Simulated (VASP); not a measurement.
Input:

```
CELL_PARAMETERS angstrom
      2.72747     0.00000     0.00000
      0.00000     2.79409     0.00000
      0.00000     0.00000     3.67695
ATOMIC_POSITIONS crystal
  Fe 0.00000 0.00000 0.00000
  Pt 0.52826 0.50000 0.50000
```
Starting moments (μB, in the order of the record's atoms Fe Pt): 3.0 0.0.

Method: PBE GGA, VASP's PBE PAW potentials (set 64) (plane waves; VASP). Settings: PREC = Low, 400 eV cut-off, 12×12×9 Γ-centred mesh, first-order Methfessel-Paxton smearing of 0.10 eV, potentials Fe Pt.

Task: Give the force on each atom (eV/Å).

Result: 
```json
[
 {"atom": "Fe1", "Fx": "0.320", "Fy": "0.000", "Fz": "0.000"},
 {"atom": "Pt2", "Fx": "-0.320", "Fy": "0.000", "Fz": "0.000"}
]
```

Task: Give the stress tensor in GPa (positive for a compressed cell).

Result: 
```
 1.56   0.00   0.00
 0.00  -4.18   0.00
 0.00   0.00   3.23
```
The pressure is its mean diagonal, 0.20 GPa.

The compound is FePt in the L1_0 structure. The cell was not relaxed at this level, atoms are displaced from their ideal sites. The run is one of a series of settings (PREC = Low against the base run), some of them coarse on purpose.
